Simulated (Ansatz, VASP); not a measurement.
# CdS (Hawleyite): VASP beside Ansatz, part 2 of 2

Wanted: the spread between two codes on one cell, functional and k mesh. The cell is taken from a series of runs on this material, whose earlier steps may have relaxed, scaled, displaced or heated it; both programs get it as it stands.

VASP 6.6.1 and Ansatz 0.2.0.

So far: Set-up; VASP: zone-centre phonons, LDA, pair 1.

### Step 3. Ansatz: zone-centre phonons, LDA, pair 1

Level of this step: Ansatz beside VASP: Kohn-Sham DFT, plane waves, LDA (Ansatz).

Ansatz runs on its PAW soft_1 files.

The same cell, functional (in two slightly different forms) and mesh now go to Ansatz, which takes its cutoff from its data sets.

The input, input.yaml:

```yaml
crystal:
  lattice:
    - [0.0, 2.8784341488, 2.8784341488]
    - [2.8784341488, 0.0, 2.8784341488]
    - [2.8784341488, 2.8784341488, 0.0]
  atoms:
    - { symbol: Cd, position: [0.0, 0.0, 0.0] }
    - { symbol: S, position: [0.25, 0.25, 0.25] }
kpoints:
  mp_grid: { grid: [12, 12, 12] }
hamiltonian:
  xc: lda
  pseudopotentials: { kind: paw, azcp: { folder: soft_1 }, xc_functional: pbe }
scf:
  occupations: { method: fixed }
output:
  eigenvalues: true
phonons:
  method: dfpt
  dielectric: true
  rigid_motions: translations
```

Run with:

```bash
> ansatz run input.yaml --threads 4 --pin off --max-ram 10240MiB --backend cpu --events-out ev --progress --plain --runs-dir out
```

Numbers of over 12 decimals in the logs are rounded to 6 here.

The log of the run:

```text
Engine: ansatz 0.2.0, aarch64-unknown-linux-gnu
Pseudopotentials: kind: paw
Pseudopotential: Cd, paw, valence charge 20, recommended cutoff 420 eV (normal), soft_1/Cd.paw.azcp
Pseudopotential: S, paw, valence charge 6, recommended cutoff 420 eV (normal), soft_1/S.paw.azcp
Functional definition: SPW92
  exchange = slater_x
  correlation = pw_c
Crystal: 2 atoms, lattice volume = 47.698 Å³
Basis set: ecut = 420 eV, 941 PW (Γ), exchange–correlation on 60×60×60 points (8 copies of the dense FFT grid, shifted against one another)
Bands: 17, of which v1, the nominal top of the filled ones, is band 13 counted from 1 (12 counted from 0)
Symmetry: 24 space group operations
k-points: 280 of 1728 (irreducible under 4 space group operations, time reversal used)
Non-local potential: Cd, projectors of the file, l = 0: 3, l = 1: 2, l = 2: 2, l = 3: 1
Non-local potential: S, projectors of the file, l = 0: 2, l = 1: 2, l = 2: 1
PAW form: soft (Blöchl's): semilocal exchange-correlation on the pseudo side does not see the compensation charge
PAW frozen core: Cd, regenerated for the run's functional, and the local potential with it (the file was generated under x = pbe(κ = 0.804, μ = 0.219515), c = pbe(β = 0.066725))
PAW frozen core: S, regenerated for the run's functional, and the local potential with it (the file was generated under x = pbe(κ = 0.804, μ = 0.219515), c = pbe(β = 0.066725))
PAW one-centre angular grid: Cd, 590 points (default); XC on 64 Gauss nodes
PAW one-centre angular grid: S, 110 points (default); XC on 64 Gauss nodes
Initial density: superposition of atomic densities (chi_scale 0.1, normalization cell, long waves kept (reshape's long-wave potential 0.00 eV rms))
Initial wavefunctions: pseudopotential atomic-orbital guess
Functional: x = slater, c = lda
SCF iter   1: F=—  HF=-8988.768449 eV  |F-HF|=—  |Δ(HF+E_count)|=         —  Δρ=2.34e-2  dr2=2.23e-1  ethr=3.10e-3  ⟨swp⟩=5.1  Hψ=21390  notcnv=0  defer=525
preconditioner: auto → none  [insulator: Δε(μ)=1.187 eV  Ē_g=12.577 eV  n_scr=14 (ndim 8)  ℏωp=22.8 eV  f_vac=0.051  ε∞_Penn≈4.3]
SCF iter   2: F=—  HF=-8988.706637 eV  |F-HF|=—  |Δ(HF+E_count)|=   6.18e-2  Δρ=1.05e-2  dr2=2.62e-2  ethr=8.56e-4  ⟨swp⟩=2.9  Hψ=10002  notcnv=0  defer=554
SCF iter   3: F=—  HF=-8988.702684 eV  |F-HF|=—  |Δ(HF+E_count)|=   3.95e-3  Δρ=3.88e-3  dr2=3.63e-3  ethr=1.01e-4  ⟨swp⟩=3.0  Hψ=8668  notcnv=0  defer=554
SCF iter   4: F=—  HF=-8988.702297 eV  |F-HF|=—  |Δ(HF+E_count)|=   3.87e-4  Δρ=5.89e-4  dr2=1.72e-4  ethr=1.40e-5  ⟨swp⟩=2.7  Hψ=7816  notcnv=0  defer=554
SCF iter   5: F=—  HF=-8988.702239 eV  |F-HF|=—  |Δ(HF+E_count)|=   5.78e-5  Δρ=1.75e-4  dr2=7.58e-6  ethr=6.63e-7  ⟨swp⟩=2.5  Hψ=7772  notcnv=0  defer=554
SCF iter   6: F=—  HF=-8988.702254 eV  |F-HF|=—  |Δ(HF+E_count)|=   1.48e-5  Δρ=2.55e-5  dr2=1.27e-7  ethr=2.92e-8  ⟨swp⟩=2.5  Hψ=8533  notcnv=0
SCF iter   7: F=—  HF=-8988.702259 eV  |F-HF|=—  |Δ(HF+E_count)|=   5.03e-6  Δρ=2.38e-6  dr2=1.09e-9  ethr=4.89e-10  ⟨swp⟩=2.4  Hψ=7194  notcnv=0
SCF iter   8: F=-8988.702259 eV  HF=-8988.702259 eV  |F-HF|=1.64e-11  |Δ(HF+E_count)|=  4.24e-10  Δρ=2.88e-7  dr2=2.46e-11  ethr=1.00e-12  ⟨swp⟩=8.4  Hψ=29979  notcnv=0
SCF 1 converged in 8 iterations: F = -8988.702259 eV  dr2 = 2.46e-11
  greatest PAW one-centre occupation: 1.001 electrons in one spin orbital (limit 2), on the Cd atom at site 0 (counted from 0), in its partial waves of l = 0
NSCF: frozen V_eff on 1 k-points
DFPT response loops at Γ: preconditioner auto → none (the input reference at scf.mixing.eps_inf says where Resta's filter doesn't serve); β = 0.50; Broyden in place of MSR1
── the response to a field inside a basis, on 14×14×14 k-points: an SCF that follows is theirs, and a resumed run solves both again ──
Bands: 14, of which v1, the nominal top of the filled ones, is band 13 counted from 1 (12 counted from 0)
k-points: 280
Initial density: handed on by an earlier stage of this run
Initial wavefunctions: pseudopotential atomic-orbital guess (no wavefunctions were taken with the density)
Eigensolver: Dense (280 Hₖ)
SCF iter   1: F=—  HF=-8988.699696 eV  |F-HF|=—  |Δ(HF+E_count)|=         —  Δρ=1.52e-4  dr2=1.65e-6  ethr=1.00e-1
preconditioner: auto → none  [insulator: Δε(μ)=1.018 eV  Ē_g=10.059 eV  n_scr=14 (ndim 8)  ℏωp=22.8 eV  f_vac=0.111  ε∞_Penn≈6.1]
SCF iter   2: F=—  HF=-8988.699696 eV  |F-HF|=—  |Δ(HF+E_count)|=   2.11e-7  Δρ=7.21e-5  dr2=5.81e-7  ethr=6.36e-9
SCF iter   3: F=—  HF=-8988.699696 eV  |F-HF|=—  |Δ(HF+E_count)|=   1.42e-7  Δρ=2.68e-5  dr2=1.56e-7  ethr=2.23e-9
SCF iter   4: F=-8988.699696 eV  HF=-8988.699696 eV  |F-HF|=2.04e-9  |Δ(HF+E_count)|=   4.85e-8  Δρ=3.65e-6  dr2=4.01e-9  ethr=6.02e-10
SCF 1 converged in 4 iterations: F = -8988.699696 eV  dr2 = 4.01e-9
DFPT response loops at Γ: mixed as the last ones told, above
WARN: field response: ε∞ stands inside a basis, on 14×14×14 points; the force constants stand on the 12×12×12 k-mesh, whose period is 12.31 times the interband length at k = (0.0000, 0.0000, 0.0000), direct gap 0.947 eV, under 14: take them and everything formed from them as unconverged, and compare with a denser kpoints.mp_grid
SCF converged after 8 iterations
Free energy (F): -8988.702259 eV
Harris-Foulkes:  -8988.702259 eV  (|F-HF|=1.64e-11)
Internal energy: -8988.702259 eV  (E = F + TS)
E sigma→0 (E₀):  -8988.702259 eV
Fermi energy:    7.199449 eV
--- Per-component energies (eV) ---
  E_band       = -501.857786
  E_kinetic    = 547.536928
  E_local      = -3985.784061  (includes V_loc(G=0)·N_el)
  E_nonlocal   = 162.642546
  E_hartree    = 1810.529157
  E_xc         = -244.238523
  E_vxc        = -279.546120  (∫ρ·V_xc dr)
  E_paw        = -4539.555055  (= ΣΔE_a)
  E_vpaw       = -567.765982  (= ΣTr[D̂ρ^β])
  E_aug_tail   = 0.000305  (compensation charges beyond the density's cutoff)
  E_ewald      = -2740.753323
  E_core_change = 0.919767  (= ΣΔE_core)
  E_smearing   = -0.000000  (= −TS)
  E_closure    = -0.000000  (closes the sum)
  Σ components = -8988.702259   (vs F -8988.702259, Δ=0.00e0)
--- Band table (eV; the first three rows and the last of 280) ---
  k-point 0: bands = [... 9 lower, -0.1744, 7.1994, 7.1994, 7.1994, 8.1466, 13.5224, 13.5224, 13.5224]
  k-point 1: bands = [... 9 lower, -0.1753, 6.5698, 7.1368, 7.1368, 8.6806, 13.3761, 13.6232, 13.6232]
  k-point 2: bands = [... 9 lower, -0.1757, 5.5713, 6.9726, 6.9726, 9.3663, 13.1825, 13.8582, 13.8582]
  k-point 279: bands = [... 9 lower, 0.5326, 2.9966, 4.6839, 4.8153, 12.4258, 12.6229, 14.2653, 14.9821]
--- Phonons (Γ-DFPT): 2 representative perturbations + reference, on 280 of 1728 k-points (Σ response iterations 6) ---
  k mesh reduced under 4 symmetry operations, with k and −k counted as one. Each operation leaves every solved perturbation unchanged. A smaller set is not considered because the run solves the response to a homogeneous field
  ASR residual: 8.038e-5 → 0.000e0 eV/Å²; symmetrization residual: 3.018e-6 eV/Å²
  ASR residual per site (eV/Å²): 5.71e-5 8.04e-5
  Γ frequencies (cm⁻¹): 0.00 0.00 0.00 243.95 243.95 243.95
  ε∞ (high-frequency dielectric tensor):
        6.628834    -0.000000    -0.000000
       -0.000000     6.628834     0.000000
       -0.000000     0.000000     6.628834
  ε⁰ (static dielectric tensor: ions relaxed, cell fixed):
        9.792721     0.000000     0.000000
        0.000000     9.792721    -0.000000
        0.000000    -0.000000     9.792721
  ε⁰ − ε∞ (ionic part):
        3.163887     0.000000     0.000000
        0.000000     3.163887    -0.000000
        0.000000    -0.000000     3.163887
  softest optical mode at Γ: 243.95 cm⁻¹; the repairs (sum rule, projections) moved no ω² at Γ by more than (0.91 cm⁻¹)²
  Born effective charges Z* (e; rows j = field, columns β = displacement):
    site 0:
         2.13380    0.00000    0.00000
         0.00000    2.13380    0.00000
        -0.00000    0.00000    2.13380
    site 1:
        -2.13380   -0.00000   -0.00000
        -0.00000   -2.13380   -0.00000
         0.00000   -0.00000   -2.13380
  Z* charge neutrality: 1.722e-4 e pre-enforcement
  solved inside a basis spanned on kpoints, on 14×14×14 k-points transformed towards the longest dipole: ε∞ is read to err by 1.7e-2, Z* by 2.1e-2 e (field_mesh: kpoints solves on kpoints); Z* is corrected for what the basis lacks
  optical modes at Γ without the LO–TO term, one row a degenerate level:
      ω (cm⁻¹)  modes    IR ((D/Å)²/amu)
        243.95      3            12.6327
  optical modes at Γ + LO–TO along q̂ = [1.0000, 0.0000, 0.0000]:
      ω (cm⁻¹)  modes    IR ((D/Å)²/amu)
        243.95      2             8.4218
        296.51      1             4.2109
  optical modes at Γ + LO–TO along q̂ = [0.0000, 1.0000, 0.0000]:
      ω (cm⁻¹)  modes    IR ((D/Å)²/amu)
        243.95      2             8.4218
        296.51      1             4.2109
  optical modes at Γ + LO–TO along q̂ = [0.0000, 0.0000, 1.0000]:
      ω (cm⁻¹)  modes    IR ((D/Å)²/amu)
        243.95      2             8.4218
        296.51      1             4.2109
```

### Step 4. Comparison

Known differences besides the potentials themselves: the two LDA forms differ slightly; fixed occupations in Ansatz, narrow Gaussian smearing in VASP; VASP's response is taken on the typed mesh, Ansatz refines its own for the field response alone; the data sets hold 26 valence electrons in Ansatz (on its PAW soft_1 files) and 18 in VASP; the cutoff is 420 eV in Ansatz and 500 eV in VASP; VASP's log shows a relativistic correction to its local exchange, Ansatz's none. Total energies have different zeros and are not compared.

The two programs side by side:

```csv
quantity,Ansatz,VASP,difference
ε∞ xx,6.63,6.67,-0.57 %
ε∞ yy,6.63,6.67,-0.57 %
ε∞ zz,6.63,6.67,-0.57 %
Born charge of Cd1 (mean of the diagonal) (e),2.13,2.14,0.00
Born charge of S2 (mean of the diagonal) (e),-2.13,-2.14,0.00
optical mode 1 to 3 (cm⁻¹),243.9,248.7,-1.91 %
```

Modes are paired by rising frequency, not by their patterns, so a pair may set unlike modes beside each other; they are those without the splitting of longitudinal modes.

### Step 5. Ansatz: zone-centre phonons, LDA, pair 2

Second derivatives magnify differences that forces hide, and they need a tight electronic threshold.

The cell is taken from a series of runs on this material, whose earlier steps may have relaxed, scaled, displaced or heated it; both programs get it as it stands.

input.yaml, the sections that differ from step 3:

```yaml
phonons:
  method: dfpt
  qmesh: [2, 2, 2]
  temperatures: { t_max: 1000, t_step: 50 }
  qpath:
    path:
      - [[0.0, 0.0, 0.0], [-0.5, -0.5, 0.0], [-0.375, -0.375, 0.25]]
      - [[-0.375, 0.0, 0.375], [0.0, 0.0, 0.0], [0.0, 0.0, 0.5], [-0.5, -0.25, 0.25], [-0.5, -0.5, 0.0]]
    npoints: 10
basis:
  ecutwfc: 360
# crystal, kpoints, hamiltonian, scf, output: as in step 3
```

The log of the run:

```text
Warning: basis.ecutwfc = 360 eV is below the records' recommended 420 eV, and the density's cutoff is lower with it unless basis.ecutrho_ratio is high enough to keep the records' density cutoff: compare with a run at a higher cutoff
[...]
largest difference from the sums on the solved wave vectors: F 6.42e-2 eV, S 9.65e-5 and C_V 3.22e-5 eV/K
  zero-point energy: 0.066640 eV/cell   skipped modes (ω ≤ 0): 3   left out of the sums: 6.25e-5 of the cell's modes: C_V's classical limit lies that fraction below 3 k_B per atom; for a crystal, a wire or a layer, F and S can be off by more, and a phonons.interpolated_qmesh denser along its periods is the remedy for the sampling
[key lines of the parts left out:]
SCF converged after 9 iterations
Free energy (F): -8988.699085 eV
Fermi energy:    7.199336 eV
```

### Step 6. VASP: zone-centre phonons, LDA, pair 2

The same cell, functional (in two slightly different forms) and mesh now go to VASP, with its own data sets.

The input, INCAR:

```
SYSTEM = CdS
PREC = Accurate
ENCUT = 500
EDIFF = 1E-08
NELM = 120
ISMEAR = 0
SIGMA = 0.01
LREAL = .FALSE.
ALGO = Normal
GGA = CA
NBANDS = 15
LORBIT = 11
LWAVE = .FALSE.
LCHARG = .FALSE.
ISIF = 2
IBRION = 8
LEPSILON = .TRUE.
LASPH = .TRUE.
GGA_COMPAT = .FALSE.
EFERMI = MIDGAP
KPAR = 2
```

The input, POSCAR:

```
CdS
1.0
    0.0000000000      2.8784341488      2.8784341488
    2.8784341488      0.0000000000      2.8784341488
    2.8784341488      2.8784341488      0.0000000000
Cd S
1 1
Direct
    0.0000000000      0.0000000000      0.0000000000
    0.2500000000      0.2500000000      0.2500000000
```

The input, KPOINTS:

```
Automatic mesh
0
Gamma
12 12 12
0 0 0
```

The projector-augmented-wave data sets are Cd and S (LDA family, release 64).

Run with:

```bash
> mpirun -np 2 vasp_std
```

The log of the run:

```text
[... set-up lines as in an earlier step ...]
 entering main loop
       N       E                     dE             d eps       ncg     rms          rms(c)
[... 14 cycles as in an earlier step ...]
   1 F= -.74070873E+01 E0= -.74070873E+01  d E =0.000000E+00
 Linear response reoptimize wavefunctions to high precision
[... 2 cycles as in an earlier step ...]
 Linear response G [H, r] |phi>, progress :
  Direction:   1
       N       E                     dE             d eps       ncg     rms
[... 13 cycles as in an earlier step ...]
 Linear response G [H, r] |phi>, progress :
  Direction:   2
       N       E                     dE             d eps       ncg     rms
[... 13 cycles as in an earlier step ...]
 Linear response G [H, r] |phi>, progress :
  Direction:   3
       N       E                     dE             d eps       ncg     rms
[... 5 cycles as in an earlier step ...]
[...]
[... 4 cycles as in an earlier step ...]
 Linear response to external field (no local field effect), progress :
  Direction:   1
[...]
dielectric tensor                  component  2 :     0.937     6.667     0.442
 Linear response to external field, progress :
  Direction:   3
       N       E                     dE             d eps       ncg     rms          rms(c)
[... 12 cycles as in an earlier step ...]
 change of polarisation eV/A/(eV/A) component  3 :     0.198     0.235     1.494
 dielectric tensor                  component  3 :     0.752     0.890     6.667
 Linear response DOF=           2
 Linear response progress:
  Degree of freedom:   1/  2
       N       E                     dE             d eps       ncg     rms          rms(c)
[... 12 cycles as in an earlier step ...]
 first order change of Fermi-energy  -0.91925E-01
 force on displaced ion       1 direction 1 :  -5.685  -0.000  -0.000
 Born effective charge ion    1 direction 1 :   2.136   0.000   0.000
 Linear response progress:
  Degree of freedom:   2/  2
       N       E                     dE             d eps       ncg     rms          rms(c)
[... 12 cycles as in an earlier step ...]
 first order change of Fermi-energy   0.92148E-01
 force on displaced ion       2 direction 1 :  -5.672  -0.000  -0.000
 Born effective charge ion    2 direction 1 :  -2.140   0.000   0.000
 Born effective charges drift removed
 Linear response finished
```

OUTCAR, selected parts (step 6):

```text
[... 6 parts as in an earlier step ...]
```

### Step 7. Differences

What differs besides the data sets and the points named for the pairs above, as far as they apply: VASP's run holds the zone centre alone; the data sets hold 26 valence electrons in Ansatz (on its PAW soft_1 files) and 18 in VASP; the cutoff is 360 eV in Ansatz and 500 eV in VASP; Ansatz's log warns that its cutoff lies below the recommended one. Total energies have different zeros and are not compared.

Compared:

```csv
quantity,Ansatz,VASP,difference
ε∞ xx,6.63,6.67,-0.59 %
ε∞ yy,6.63,6.67,-0.59 %
ε∞ zz,6.63,6.67,-0.59 %
Born charge of Cd1 (mean of the diagonal) (e),2.13,2.14,0.00
Born charge of S2 (mean of the diagonal) (e),-2.13,-2.14,0.00
optical mode 1 to 3 (cm⁻¹),244.0,248.7,-1.89 %
```

Modes are paired by rising frequency, not by their patterns, so a pair may set unlike modes beside each other; they are those without the splitting of longitudinal modes.

### Step 8. Results

| Quantity | Value |
| --- | --- |
| r.m.s. difference of the optical zone-centre modes, each program's sorted by frequency (zone-centre phonons, LDA, pair 1) | 4.7 cm⁻¹ |
| difference in optical mode 1 to 3 (zone-centre phonons, LDA, pair 1) | -1.9 % |
| r.m.s. difference of the optical zone-centre modes, each program's sorted by frequency (zone-centre phonons, LDA, pair 2) | 4.7 cm⁻¹ |
| difference in optical mode 1 to 3 (zone-centre phonons, LDA, pair 2) | -1.9 % |

**Reading.** The r.m.s. difference of the optical zone-centre modes, each program's sorted by frequency is 4.7 cm⁻¹ (zone-centre phonons, LDA, pair 1). The data sets hold unlike numbers of valence electrons (26 in Ansatz and 18 in VASP), so part of the differences comes from the potentials. Among the rows given in per cent, the largest difference of the zone-centre phonons, LDA, pair 1 pair is in optical mode 1 to 3, -1.9 %. Among the rows given in per cent, the largest difference of the zone-centre phonons, LDA, pair 2 pair is in optical mode 1 to 3, -1.9 %. How closely two codes agree says nothing of how well the functional describes the real material.

[Lines on the potential files, build, host, timing and source positions are cut from VASP's logs without a mark.]

[Logs are printed without paths, hosts, clocks, repeated set-up lines and the standing remarks that a program may print on its own settings, such as how far it seeks lower states.]

[Hosts, paths, dates, database ids (printed as entryN), source tags and the programs' standing remarks are cut or masked in the printed files.]
